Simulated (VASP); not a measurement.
An input for Ansatz (written as the equivalent of a VASP run, and not itself run):

Ansatz 0.2 input:
```yaml
crystal:
  lattice:
    - [0.0000000, 1.9676430, 1.9676430]
    - [1.9676430, 0.0000000, 1.9676430]
    - [1.9676430, 1.9676430, 0.0000000]
  atoms:
    - { symbol: V, position: [1.0000000, 0.0000000, 0.0000000] }
    - { symbol: N, position: [0.5000000, 0.5000000, 0.5000000] }
kpoints:
  mp_grid: { grid: [16, 16, 16] }
hamiltonian:
  xc: pbesol
  pseudopotentials: { kind: paw }
scf:
  occupations: { method: methfessel_paxton, width: 0.1 }
  max_iter: 100
relax:
  max_steps: 40
  f_tol: 0.02
  cell: { p_target: 45 }
output: { forces: true, stress: true, eigenvalues: true }
```

Problem. Write the VASP files for the same calculation (PBEsol).

Solution. One answer among several that fit: 
File KPOINTS:
```
kpoints
0
gamma
 16 16 16
0 0 0
```

**POSCAR**
```
VN
1.0
  0.0000000000   1.9676430302   1.9676430302
  1.9676430302   0.0000000000   1.9676430302
  1.9676430302   1.9676430302   0.0000000000
V N
1 1
direct
  1.0000000000   0.0000000000   0.0000000000
  0.5000000000   0.5000000000   0.5000000000
```

INCAR:
```
! general
SYSTEM   =  VN
PREC     =  Accurate
ENCUT    =  620
LREAL    =  .FALSE.   ! projection in real space or not
LASPH    =  .TRUE.   ! aspherical one-centre terms

! electronic loop
EDIFF    =  1E-6   ! SCF stop (eV)
NELM     =  100   ! most electronic steps
ALGO     =  Normal
LMAXMIX  =  4   ! l cut-off of mixed one-centre charges

! smearing
ISMEAR   =  1
SIGMA    =  0.1

! functional
GGA      =  PS   ! PBEsol

! ions
IBRION   =  2
NSW      =  40   ! most ionic steps
ISIF     =  3
EDIFFG   =  -0.02
PSTRESS  =  450   ! kbar

! output
LWAVE    =  .FALSE.
LCHARG   =  .FALSE.
```

POTCAR, in this order: V_sv N (PBE.64 set). Program: vasp_std.

The two are equivalent in intent, not identical: each code has its own PAW files, so the cut-off isn't converted (ENCUT is set for VASP's; basis.ecutwfc is left out, and Ansatz then takes the one that its files recommend); Ansatz stops its SCF on the density residual and VASP on the energy change (EDIFF).

The compound is VN in the rock salt structure, which distorts at low temperature. It was relaxed first under an external pressure of 45 GPa.
